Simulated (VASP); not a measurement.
# GaN: the band gap up a ladder of functionals, part 2 of 3

Aim: compute the gap of GaN from the cheapest level upwards and hold each value against experiment. The start is a cell from a database of measured crystal structures.

VASP 6.6.1, plane waves and PAW; the level of theory is named at each step.

So far, least gap on mesh and path (eV): step 2 (bands, level LDA, k 5×5×3) 1.86; step 3 (bands, level PBE, k 5×5×3) 1.85; step 4 (bands, level r2SCAN, k 5×5×3) 2.25; step 5 (bands, level TB-mBJ, k 5×5×3) 3.04; step 6 (bands, level TPSS, k 5×5×3) 1.79.

The database entry behind the starting cell differs from later determinations by our own check (thin film, about 0.3 % long), so it need not match the best structure at ambient conditions.

## (7) Starting orbitals for the hybrid

This step: PBE; plane waves and PAW (Ga_d, N) (VASP 6.6.1).

A hybrid converges badly from random orbitals, so a cheap semilocal run writes a WAVECAR on the same mesh first.

INCAR reads:

```
SYSTEM = GaN
PREC = Accurate
ENCUT = 520
EDIFF = 1E-05
NELM = 100
ISMEAR = 0
SIGMA = 0.02
LREAL = .FALSE.
ALGO = Normal
GGA = PE
NBANDS = 24
LORBIT = 11
LWAVE = .TRUE.
LCHARG = .FALSE.
KPAR = 8
```

POSCAR reads:

```
GaN
1.0
    3.1972000000      0.0000000000      0.0000000000
   -1.5986000000      2.7688564210      0.0000000000
    0.0000000000      0.0000000000      5.2070000000
Ga N
2 2
Direct
    0.6666666667      0.3333333333      0.5912000000
    0.3333333333      0.6666666667      0.0912000000
    0.6666666667      0.3333333333      0.9688000000
    0.3333333333      0.6666666667      0.4688000000
```

KPOINTS reads:

```
Automatic mesh
0
Gamma
5 5 3
0 0 0
```

PAW data sets: Ga_d and N (PBE family, release 64).

Command:

```sh
mpirun -np 8 vasp_std
```

Run time: 2 s. Hardware: 8 MPI ranks of Intel Xeon 6975P-C (Granite Rapids), shared host; peak memory 1.3 GiB.

The gap is read on the k-mesh alone, so it is an upper bound where the band edges lie off the mesh.

A gap read on the k-mesh alone can miss the band edges.

This step gave:

* SCF cycles: 13
* bands: 24
* free energy (TOTEN): -24.29 eV
* Fermi energy: 5.345 eV
* pressure: 3.615 GPa
* gap on the k-mesh: 1.854 eV
* least direct gap on the k-mesh: 1.854 eV

Force by atom:

| atom | x (eV/Å) | y (eV/Å) | z (eV/Å) | size |
| --- | --- | --- | --- | --- |
| Ga1 | 0.0000 | 0.0000 | 0.0537 | 0.0537 |
| Ga2 | 0.0000 | 0.0000 | 0.0537 | 0.0537 |
| N3 | 0.0000 | 0.0000 | -0.0537 | 0.0537 |
| N4 | 0.0000 | 0.0000 | -0.0537 | 0.0537 |

## (8) Bands with HSE06, k 5×5×3

This step: HSE06; plane waves and PAW (Ga_d, N) (VASP 6.6.1).

HSE06 mixes in a quarter of exact exchange at short range, at far higher cost; in semiconductors this cures much of the gap error, while metals seldom gain.

INCAR reads:

```
SYSTEM = GaN
PREC = Accurate
ENCUT = 520
EDIFF = 1E-06
NELM = 100
ISMEAR = 0
SIGMA = 0.02
LREAL = .FALSE.
ALGO = Normal
LHFCALC = .TRUE.
AEXX = 0.25
GGA = PE
HFSCREEN = 0.2
LASPH = .TRUE.
NBANDS = 24
PRECFOCK = Fast
LORBIT = 11
LWAVE = .FALSE.
LCHARG = .FALSE.
KPAR = 8
```

POSCAR is that of step 7.

KPOINTS is that of step 7.

KPOINTS_OPT reads:

```
Line mode
6
Line-mode
Reciprocal
  0.00000000   0.00000000   0.00000000 GAMMA
  0.50000000   0.00000000   0.00000000 M

  0.50000000   0.00000000   0.00000000 M
  0.33333333   0.33333333   0.00000000 K

  0.33333333   0.33333333   0.00000000 K
  0.00000000   0.00000000   0.00000000 GAMMA

  0.00000000   0.00000000   0.00000000 GAMMA
  0.00000000   0.00000000   0.50000000 A

  0.00000000   0.00000000   0.50000000 A
  0.50000000   0.00000000   0.50000000 L

  0.50000000   0.00000000   0.50000000 L
  0.33333333   0.33333333   0.50000000 H

  0.33333333   0.33333333   0.50000000 H
  0.00000000   0.00000000   0.50000000 A

  0.50000000   0.00000000   0.50000000 L
  0.50000000   0.00000000   0.00000000 M

  0.33333333   0.33333333   0.00000000 K
  0.33333333   0.33333333   0.50000000 H
```

The WAVECAR or CHGCAR of an earlier step is read.

Command:

```sh
mpirun -np 8 vasp_std
```

The job ended after 6.4 min (8 MPI ranks; peak memory 2.3 GiB).

Electronic bands along the path, in eV, zero at the valence-band top; v1 is the highest filled band, c1 the lowest empty one:

| point | v4 | v3 | v2 | v1 | c1 | c2 | c3 | c4 |
| --- | --- | --- | --- | --- | --- | --- | --- | --- |
| Γ | -1.10 | -0.01 | 0.00 | 0.00 | 3.15 | 5.64 | 10.94 | 11.43 |
| 0.60 of the way | -3.75 | -2.38 | -1.05 | -0.70 | 6.04 | 7.26 | 8.42 | 10.08 |
| M | -4.44 | -2.92 | -2.29 | -1.07 | 6.35 | 6.96 | 7.42 | 10.40 |
| 0.60 of the way | -4.66 | -3.75 | -2.56 | -2.30 | 6.72 | 8.52 | 8.57 | 10.13 |
| K | -5.61 | -3.15 | -3.15 | -2.93 | 6.37 | 9.55 | 9.55 | 9.94 |
| 0.40 of the way | -4.63 | -3.17 | -1.55 | -1.32 | 7.11 | 7.90 | 9.06 | 9.10 |
| Γ | -1.10 | -0.01 | 0.00 | 0.00 | 3.15 | 5.64 | 10.94 | 11.43 |
| 0.40 of the way | -1.00 | -1.00 | -0.11 | -0.11 | 4.02 | 5.73 | 10.63 | 11.43 |
| A | -0.57 | -0.57 | -0.57 | -0.57 | 5.63 | 5.63 | 10.04 | 10.04 |
| 0.40 of the way | -1.98 | -1.98 | -1.14 | -1.14 | 6.69 | 6.69 | 9.15 | 9.15 |
| L | -2.07 | -2.07 | -1.99 | -1.99 | 5.67 | 5.67 | 9.29 | 9.29 |
| 0.40 of the way | -3.05 | -3.05 | -1.71 | -1.71 | 6.38 | 6.38 | 9.60 | 9.60 |
| H | -4.46 | -4.46 | -1.54 | -1.54 | 7.84 | 7.84 | 8.72 | 8.72 |
| 0.40 of the way | -2.73 | -2.73 | -1.91 | -1.91 | 7.07 | 7.07 | 9.50 | 9.50 |
| A | -0.57 | -0.57 | -0.57 | -0.57 | 5.63 | 5.63 | 10.04 | 10.04 |
| jump to L | -2.07 | -2.07 | -1.99 | -1.99 | 5.67 | 5.67 | 9.29 | 9.29 |
| 0.60 of the way | -3.77 | -2.77 | -1.89 | -1.28 | 5.79 | 6.40 | 8.80 | 9.67 |
| M | -4.44 | -2.92 | -2.29 | -1.07 | 6.35 | 6.96 | 7.42 | 10.40 |
| jump to K | -5.61 | -3.15 | -3.15 | -2.93 | 6.37 | 9.55 | 9.55 | 9.94 |
| 0.60 of the way | -5.16 | -3.63 | -2.06 | -2.06 | 7.47 | 8.46 | 8.46 | 9.58 |
| H | -4.46 | -4.46 | -1.54 | -1.54 | 7.84 | 7.84 | 8.72 | 8.72 |

The largest weight of each band there:

| point | v4 | v3 | v2 | v1 | c1 | c2 | c3 | c4 |
| --- | --- | --- | --- | --- | --- | --- | --- | --- |
| Γ | N 0.72 | N 0.78 | N 0.78 | N 0.78 | N 0.58 | Ga 0.73 | N 0.81 | Ga 1.00 |
| M | N 0.56 | N 0.66 | N 0.65 | N 0.73 | Ga 0.90 | Ga 0.63 | Ga 0.54 | N 0.62 |
| K | N 0.57 | N 0.63 | N 0.63 | N 0.64 | Ga 0.90 | N 0.54 | N 0.54 | N 0.69 |
| Γ | N 0.72 | N 0.78 | N 0.78 | N 0.78 | N 0.58 | Ga 0.73 | N 0.81 | Ga 1.00 |
| A | N 0.74 | N 0.74 | N 0.74 | N 0.74 | N 0.52 | N 0.52 | Ga 0.64 | Ga 0.64 |
| L | N 0.68 | N 0.68 | N 0.69 | N 0.69 | Ga 0.75 | Ga 0.75 | Ga 0.82 | Ga 0.82 |

The gap is 3.15 eV, direct at Γ. Against LDA that is +1.28 eV; this run took 39 times the core time, on fewer points of the path. The direct gap lies -0.25 eV from the measured 3.40 eV.

## (9) Dielectric constant for the exchange share

This step: PBE; plane waves and PAW (Ga_d, N) (VASP 6.6.1).

The share of exact exchange of the next level is the inverse of the dielectric constant, which this PBE response run supplies.

INCAR reads:

```
SYSTEM = GaN
PREC = Accurate
ENCUT = 520
EDIFF = 1E-08
NELM = 100
ISMEAR = 0
SIGMA = 0.01
LREAL = .FALSE.
ALGO = Normal
GGA = PE
NBANDS = 24
LORBIT = 11
LWAVE = .FALSE.
LCHARG = .FALSE.
KPAR = 8
LEPSILON = .TRUE.
```

POSCAR is that of step 8.

KPOINTS reads:

```
Automatic mesh
0
Gamma
15 15 8
0 0 0
```

Command:

```sh
mpirun -np 8 vasp_std
```

The job ended after 1.8 min (8 MPI ranks; peak memory 9 GiB; 15 min of CPU time).

Energies printed during the response cycles are not total energies of the cell. The dielectric response converges more slowly with the mesh than energies do, so tensor and charges may still move on a finer one. At this level the cell is under a pressure of 3.7 GPa, so at these settings it is away from equilibrium.

This step gave:

```
irreducible k-points           : 135
Fermi energy                   : 5.292 eV
pressure                       : 3.666 GPa
gap on the k-mesh              : 1.856 eV
least direct gap on the k-mesh : 1.856 eV
```

Electronic dielectric tensor with local fields:

```
5.77 0.00 0.00
0.00 5.77 0.00
0.00 0.00 5.96
```

Born effective charge (e), principal values of the symmetric part by kind of site:

| atom | atoms with these values | low | middle | high | mean |
| --- | --- | --- | --- | --- | --- |
| Ga1 | 2 | 2.62 | 2.62 | 2.76 | 2.67 |
| N3 | 2 | -2.76 | -2.62 | -2.62 | -2.67 |

In full for Ga1:

```
2.62 0.00 0.00
0.00 2.62 0.00
0.00 0.00 2.76
```

Piezoelectric tensor with clamped ions (C/m²), by row:

| field | xx | yy | zz | xy | yz | zx |
| --- | --- | --- | --- | --- | --- | --- |
| x | 0 | 0 | 0 | 0 | 0 | 0.5521 |
| y | 0 | 0 | 0 | 0 | 0.5521 | 0 |
| z | 0.5091 | 0.5091 | -1.036 | 0 | 0 | 0 |

Force by atom:

| atom | x (eV/Å) | y (eV/Å) | z (eV/Å) | size |
| --- | --- | --- | --- | --- |
| Ga1 | 0.0000 | 0.0000 | 0.0526 | 0.0526 |
| Ga2 | 0.0000 | 0.0000 | 0.0526 | 0.0526 |
| N3 | 0.0000 | 0.0000 | -0.0526 | 0.0526 |
| N4 | 0.0000 | 0.0000 | -0.0526 | 0.0526 |

The Born charges sum to zero; the printed set may have that rule imposed, so this is no test.

## (10) Bands with PBE-EpsX, k 5×5×3

This step: PBE-EpsX, exact-exchange share 1/5.832; plane waves and PAW (Ga_d, N) (VASP 6.6.1).

Here the share of exact exchange is set to the inverse of the computed dielectric constant, since screening weakens exchange.

INCAR reads:

```
SYSTEM = GaN
PREC = Accurate
ENCUT = 520
EDIFF = 1E-06
NELM = 100
ISMEAR = 0
SIGMA = 0.02
LREAL = .FALSE.
ALGO = Normal
LHFCALC = .TRUE.
AEXX = 0.171
GGA = PE
LASPH = .TRUE.
NBANDS = 24
PRECFOCK = Fast
HFRCUT = -1
LORBIT = 11
LWAVE = .FALSE.
LCHARG = .FALSE.
KPAR = 8
```

POSCAR is that of step 9.

KPOINTS reads:

```
Automatic mesh
0
Gamma
5 5 3
0 0 0
```

KPOINTS_OPT is that of step 8.

Command:

```sh
mpirun -np 8 vasp_std
```

The job ended after 6.5 min (8 MPI ranks; peak memory 1.6 GiB).

The share of exact exchange rests on that dielectric constant; a constant that is too large makes it too small.

The electronic bands at the labelled points (eV, zero at the valence-band top; v1 is the highest filled band, c1 the lowest empty one):

| point | v4 | v3 | v2 | v1 | c1 | c2 | c3 | c4 |
| --- | --- | --- | --- | --- | --- | --- | --- | --- |
| Γ | -1.09 | -0.01 | 0.00 | 0.00 | 3.19 | 5.67 | 10.88 | 11.43 |
| 0.60 of the way | -3.70 | -2.34 | -1.03 | -0.70 | 6.08 | 7.28 | 8.45 | 10.04 |
| M | -4.37 | -2.86 | -2.26 | -1.05 | 6.42 | 7.00 | 7.47 | 10.31 |
| 0.60 of the way | -4.60 | -3.69 | -2.52 | -2.25 | 6.82 | 8.48 | 8.59 | 10.06 |
| K | -5.52 | -3.09 | -3.09 | -2.88 | 6.48 | 9.47 | 9.47 | 9.96 |
| 0.40 of the way | -4.55 | -3.13 | -1.52 | -1.30 | 7.12 | 7.97 | 9.05 | 9.08 |
| Γ | -1.09 | -0.01 | 0.00 | 0.00 | 3.19 | 5.67 | 10.88 | 11.43 |
| 0.40 of the way | -0.99 | -0.99 | -0.11 | -0.11 | 4.08 | 5.75 | 10.58 | 11.41 |
| A | -0.56 | -0.56 | -0.56 | -0.56 | 5.66 | 5.66 | 10.03 | 10.03 |
| 0.40 of the way | -1.95 | -1.95 | -1.12 | -1.12 | 6.72 | 6.72 | 9.14 | 9.14 |
| L | -2.03 | -2.03 | -1.95 | -1.95 | 5.74 | 5.74 | 9.28 | 9.28 |
| 0.40 of the way | -3.00 | -3.00 | -1.67 | -1.67 | 6.44 | 6.44 | 9.58 | 9.58 |
| H | -4.39 | -4.39 | -1.51 | -1.51 | 7.85 | 7.85 | 8.78 | 8.78 |
| 0.40 of the way | -2.68 | -2.68 | -1.88 | -1.88 | 7.12 | 7.12 | 9.47 | 9.47 |
| A | -0.56 | -0.56 | -0.56 | -0.56 | 5.66 | 5.66 | 10.03 | 10.03 |
| jump to L | -2.03 | -2.03 | -1.95 | -1.95 | 5.74 | 5.74 | 9.28 | 9.28 |
| 0.60 of the way | -3.71 | -2.72 | -1.86 | -1.25 | 5.86 | 6.47 | 8.80 | 9.64 |
| M | -4.37 | -2.86 | -2.26 | -1.05 | 6.42 | 7.00 | 7.47 | 10.31 |
| jump to K | -5.52 | -3.09 | -3.09 | -2.88 | 6.48 | 9.47 | 9.47 | 9.96 |
| 0.60 of the way | -5.08 | -3.57 | -2.03 | -2.03 | 7.56 | 8.46 | 8.46 | 9.61 |
| H | -4.39 | -4.39 | -1.51 | -1.51 | 7.85 | 7.85 | 8.78 | 8.78 |

The largest weight of each band there:

| point | v4 | v3 | v2 | v1 | c1 | c2 | c3 | c4 |
| --- | --- | --- | --- | --- | --- | --- | --- | --- |
| Γ | N 0.72 | N 0.78 | N 0.78 | N 0.78 | N 0.58 | Ga 0.72 | N 0.81 | Ga 1.00 |
| M | N 0.56 | N 0.66 | N 0.65 | N 0.73 | Ga 0.89 | Ga 0.62 | Ga 0.54 | N 0.63 |
| K | N 0.56 | N 0.62 | N 0.62 | N 0.64 | Ga 0.90 | N 0.55 | N 0.55 | N 0.69 |
| Γ | N 0.72 | N 0.78 | N 0.78 | N 0.78 | N 0.58 | Ga 0.72 | N 0.81 | Ga 1.00 |
| A | N 0.74 | N 0.74 | N 0.74 | N 0.74 | N 0.52 | N 0.52 | Ga 0.64 | Ga 0.64 |
| L | N 0.68 | N 0.68 | N 0.69 | N 0.69 | Ga 0.75 | Ga 0.75 | Ga 0.80 | Ga 0.80 |

The gap is 3.19 eV, direct at Γ. Against LDA that is +1.33 eV; this run took 40 times the core time, on fewer points of the path. The direct gap lies -0.21 eV from the measured 3.40 eV.

## (11) Bands with HSE03, k 5×5×3

This step: HSE03; plane waves and PAW (Ga_d, N) (VASP 6.6.1).

HSE03, as typed here, screens exact exchange more strongly than HSE06 (HFSCREEN 0.3 against 0.2).

INCAR, as its differences from that of step 10:

```diff
@@ -10,4 +10,5 @@
 LHFCALC = .TRUE.
-AEXX = 0.171
+AEXX = 0.25
 GGA = PE
+HFSCREEN = 0.3
 LASPH = .TRUE.
@@ -15,3 +16,2 @@
 PRECFOCK = Fast
-HFRCUT = -1
 LORBIT = 11
```

POSCAR is that of step 10.

KPOINTS is that of step 10.

KPOINTS_OPT is that of step 10.

Command:

```sh
mpirun -np 8 vasp_std
```

Run time: 7.6 min. Hardware: 8 MPI ranks; peak memory 2.3 GiB.

Electronic bands along the path, in eV, zero at the valence-band top; v1 is the highest filled band, c1 the lowest empty one:

| point | v4 | v3 | v2 | v1 | c1 | c2 | c3 | c4 |
| --- | --- | --- | --- | --- | --- | --- | --- | --- |
| Γ | -1.09 | -0.01 | 0.00 | 0.00 | 2.91 | 5.38 | 10.64 | 11.15 |
| 0.60 of the way | -3.72 | -2.35 | -1.04 | -0.70 | 5.78 | 6.99 | 8.15 | 9.78 |
| M | -4.40 | -2.89 | -2.27 | -1.06 | 6.09 | 6.69 | 7.15 | 10.09 |
| 0.60 of the way | -4.62 | -3.71 | -2.54 | -2.27 | 6.47 | 8.23 | 8.29 | 9.83 |
| K | -5.55 | -3.11 | -3.11 | -2.89 | 6.13 | 9.25 | 9.25 | 9.65 |
| 0.40 of the way | -4.58 | -3.14 | -1.54 | -1.31 | 6.83 | 7.64 | 8.78 | 8.81 |
| Γ | -1.09 | -0.01 | 0.00 | 0.00 | 2.91 | 5.38 | 10.64 | 11.15 |
| 0.40 of the way | -0.99 | -0.99 | -0.11 | -0.11 | 3.78 | 5.46 | 10.33 | 11.15 |
| A | -0.56 | -0.56 | -0.56 | -0.56 | 5.37 | 5.37 | 9.75 | 9.75 |
| 0.40 of the way | -1.96 | -1.96 | -1.13 | -1.13 | 6.42 | 6.42 | 8.87 | 8.87 |
| L | -2.05 | -2.05 | -1.97 | -1.97 | 5.42 | 5.42 | 9.01 | 9.01 |
| 0.40 of the way | -3.02 | -3.02 | -1.69 | -1.69 | 6.13 | 6.13 | 9.32 | 9.32 |
| H | -4.41 | -4.41 | -1.53 | -1.53 | 7.57 | 7.57 | 8.45 | 8.45 |
| 0.40 of the way | -2.70 | -2.70 | -1.89 | -1.89 | 6.81 | 6.81 | 9.21 | 9.21 |
| A | -0.56 | -0.56 | -0.56 | -0.56 | 5.37 | 5.37 | 9.75 | 9.75 |
| jump to L | -2.05 | -2.05 | -1.97 | -1.97 | 5.42 | 5.42 | 9.01 | 9.01 |
| 0.60 of the way | -3.73 | -2.74 | -1.87 | -1.27 | 5.54 | 6.15 | 8.52 | 9.38 |
| M | -4.40 | -2.89 | -2.27 | -1.06 | 6.09 | 6.69 | 7.15 | 10.09 |
| jump to K | -5.55 | -3.11 | -3.11 | -2.89 | 6.13 | 9.25 | 9.25 | 9.65 |
| 0.60 of the way | -5.11 | -3.59 | -2.04 | -2.04 | 7.22 | 8.18 | 8.18 | 9.30 |
| H | -4.41 | -4.41 | -1.53 | -1.53 | 7.57 | 7.57 | 8.45 | 8.45 |

The largest weight of each band there:

| point | v4 | v3 | v2 | v1 | c1 | c2 | c3 | c4 |
| --- | --- | --- | --- | --- | --- | --- | --- | --- |
| Γ | N 0.72 | N 0.78 | N 0.78 | N 0.78 | N 0.57 | Ga 0.73 | N 0.81 | Ga 1.00 |
| M | N 0.56 | N 0.66 | N 0.65 | N 0.73 | Ga 0.90 | Ga 0.63 | Ga 0.54 | N 0.62 |
| K | N 0.57 | N 0.62 | N 0.62 | N 0.64 | Ga 0.90 | N 0.54 | N 0.54 | N 0.69 |
| Γ | N 0.72 | N 0.78 | N 0.78 | N 0.78 | N 0.57 | Ga 0.73 | N 0.81 | Ga 1.00 |
| A | N 0.74 | N 0.74 | N 0.74 | N 0.74 | N 0.52 | N 0.52 | Ga 0.64 | Ga 0.64 |
| L | N 0.68 | N 0.68 | N 0.69 | N 0.69 | Ga 0.75 | Ga 0.75 | Ga 0.81 | Ga 0.81 |

The gap is 2.91 eV, direct at Γ. Against LDA that is +1.05 eV; this run took 46 times the core time, on fewer points of the path. The direct gap lies -0.49 eV from the measured 3.40 eV.

## (12) Bands with r2SCAN-EpsX, k 5×5×3

This step: r2SCAN-EpsX, exact-exchange share 1/5.832; plane waves and PAW (Ga_d, N) (VASP 6.6.1).

INCAR, as its differences from that of step 11:

```diff
@@ -10,5 +10,4 @@
 LHFCALC = .TRUE.
-AEXX = 0.25
-GGA = PE
-HFSCREEN = 0.3
+AEXX = 0.171
+METAGGA = R2SCAN
 LASPH = .TRUE.
@@ -16,2 +15,3 @@
 PRECFOCK = Fast
+HFRCUT = -1
 LORBIT = 11
```

POSCAR is that of step 11.

KPOINTS is that of step 11.

KPOINTS_OPT is that of step 11.

Command:

```sh
mpirun -np 8 vasp_std
```

Wall time 6.5 min (8 MPI ranks); peak memory 1.6 GiB; 52 min of CPU time.

The electronic bands at the labelled points (eV, zero at the valence-band top; v1 is the highest filled band, c1 the lowest empty one):

| point | v4 | v3 | v2 | v1 | c1 | c2 | c3 | c4 |
| --- | --- | --- | --- | --- | --- | --- | --- | --- |
| Γ | -1.10 | -0.01 | 0.00 | 0.00 | 3.52 | 6.09 | 11.44 | 11.95 |
| 0.60 of the way | -3.74 | -2.38 | -1.04 | -0.71 | 6.47 | 7.71 | 8.86 | 10.56 |
| M | -4.42 | -2.92 | -2.28 | -1.07 | 6.81 | 7.41 | 7.84 | 10.87 |
| 0.60 of the way | -4.64 | -3.73 | -2.55 | -2.29 | 7.16 | 8.96 | 9.04 | 10.59 |
| K | -5.59 | -3.13 | -3.13 | -2.92 | 6.81 | 10.00 | 10.00 | 10.43 |
| 0.40 of the way | -4.60 | -3.16 | -1.54 | -1.31 | 7.54 | 8.35 | 9.53 | 9.56 |
| Γ | -1.10 | -0.01 | 0.00 | 0.00 | 3.52 | 6.09 | 11.44 | 11.95 |
| 0.40 of the way | -1.00 | -1.00 | -0.11 | -0.11 | 4.40 | 6.17 | 11.12 | 11.96 |
| A | -0.57 | -0.57 | -0.57 | -0.57 | 6.05 | 6.05 | 10.56 | 10.56 |
| 0.40 of the way | -1.97 | -1.97 | -1.14 | -1.14 | 7.12 | 7.12 | 9.63 | 9.63 |
| L | -2.07 | -2.07 | -1.99 | -1.99 | 6.11 | 6.11 | 9.77 | 9.77 |
| 0.40 of the way | -3.04 | -3.04 | -1.70 | -1.70 | 6.82 | 6.82 | 10.08 | 10.08 |
| H | -4.45 | -4.45 | -1.54 | -1.54 | 8.30 | 8.30 | 9.19 | 9.19 |
| 0.40 of the way | -2.72 | -2.72 | -1.90 | -1.90 | 7.52 | 7.52 | 9.97 | 9.97 |
| A | -0.57 | -0.57 | -0.57 | -0.57 | 6.05 | 6.05 | 10.56 | 10.56 |
| jump to L | -2.07 | -2.07 | -1.99 | -1.99 | 6.11 | 6.11 | 9.77 | 9.77 |
| 0.60 of the way | -3.76 | -2.77 | -1.89 | -1.28 | 6.23 | 6.86 | 9.25 | 10.15 |
| M | -4.42 | -2.92 | -2.28 | -1.07 | 6.81 | 7.41 | 7.84 | 10.87 |
| jump to K | -5.59 | -3.13 | -3.13 | -2.92 | 6.81 | 10.00 | 10.00 | 10.43 |
| 0.60 of the way | -5.15 | -3.62 | -2.06 | -2.06 | 7.92 | 8.93 | 8.93 | 10.06 |
| H | -4.45 | -4.45 | -1.54 | -1.54 | 8.30 | 8.30 | 9.19 | 9.19 |

The largest weight of each band there:

| point | v4 | v3 | v2 | v1 | c1 | c2 | c3 | c4 |
| --- | --- | --- | --- | --- | --- | --- | --- | --- |
| Γ | N 0.72 | N 0.78 | N 0.78 | N 0.78 | N 0.57 | Ga 0.73 | N 0.81 | Ga 1.00 |
| M | N 0.56 | N 0.66 | N 0.66 | N 0.73 | Ga 0.90 | Ga 0.63 | Ga 0.54 | N 0.62 |
| K | N 0.57 | N 0.63 | N 0.63 | N 0.64 | Ga 0.91 | N 0.54 | N 0.54 | N 0.68 |
| Γ | N 0.72 | N 0.78 | N 0.78 | N 0.78 | N 0.57 | Ga 0.73 | N 0.81 | Ga 1.00 |
| A | N 0.74 | N 0.74 | N 0.74 | N 0.74 | N 0.52 | N 0.52 | Ga 0.64 | Ga 0.64 |
| L | N 0.68 | N 0.68 | N 0.69 | N 0.69 | Ga 0.75 | Ga 0.75 | Ga 0.81 | Ga 0.81 |

The gap is 3.52 eV, direct at Γ. Against LDA that is +1.65 eV; this run took 40 times the core time, on fewer points of the path. The direct gap lies +0.12 eV from the measured 3.40 eV.

(Continued in part 3 of 3.)

[Lines on the potential files, build, host, timing and source positions are cut from VASP's logs without a mark.]

[Logs are printed without paths, hosts, clocks, repeated set-up lines and the standing remarks that a program may print on its own settings, such as how far it seeks lower states.]

[Hosts, paths, dates, database ids (printed as entryN), source tags and the programs' standing remarks are cut or masked in the printed files.]

[Measured values are set beside computed ones only where the two were judged alike; some that the calculation misses by far are left out.]

[In band tables of VASP the shares of atoms and orbitals are scaled to a sum of 1 inside the atoms' spheres.]
